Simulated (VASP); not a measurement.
Consider the following.

```xyz
5
Lattice="3.2240 0.0000 0.0000 -1.6120 2.7920 0.0000 0.0000 0.0000 5.4137" Properties=species:S:1:pos:R:3 pbc="T T T"
Li     1.6120     0.9307     2.0702
Li     0.0000     1.8614     3.3435
Hf     0.0000     0.0000     5.4137
N      1.6120     0.9307     4.2201
N      0.0000     1.8614     1.1937
```

The numbers are results of PBEsol GGA, VASP's PBE PAW potentials (set 64) (plane waves; VASP), not measurements. Run with 520 eV cut-off, 9×9×5 Γ-centred mesh, tetrahedra with Blöchl corrections, potentials Li_sv Hf_pv N.

The cores are frozen, which limits the accuracy of field gradients.

Task: Give the principal components of the electric field gradient (V/Å²) and the asymmetry η at each nucleus.

Result: 
| atom | Vxx | Vyy | Vzz | η |
|---|---|---|---|---|
| Li1 | -0.2 | -0.2 | 0.4 | - |
| Li2 | -0.2 | -0.2 | 0.4 | - |
| Hf3 | -18.5 | -18.5 | 36.9 | 0.00 |
| N4 | -2.4 | -2.4 | 4.8 | 0.00 |
| N5 | -2.4 | -2.4 | 4.8 | 0.00 |

The structure comes from a computed database's Li2HfN2 entry (P-3m1); how it stands against other phases isn't given here. It was relaxed first.
